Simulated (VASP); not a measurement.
Input:

```
NaCl
1.0
    0.00000     2.79599     2.79599
    2.79599     0.00000     2.79599
    2.79599     2.79599     0.00000
Na Cl
1 1
Direct
  0.00000   0.00000   0.00000
  0.50000   0.50000   0.50000
```

The numbers are results of PBEsol GGA, VASP's PBE PAW potentials (set 64) (plane waves; VASP), not measurements. Run with 480 eV cut-off, 8×8×8 Γ-centred mesh, Gaussian smearing of 0.050 eV, potentials Na_pv Cl.

Problem. Predict the energy per atom (σ→0), band gap (on the k-mesh) with the smallest direct gap where there is one.

Solution. 
- band gap (on the k-mesh) = 5.03 eV
- smallest direct gap (on the k-mesh) = 5.03 eV
- energy per atom (σ→0) = -3.499 eV/atom

Only differences to runs with the same potentials and settings are physical.

The compound is NaCl in the rock salt structure. It was relaxed first.
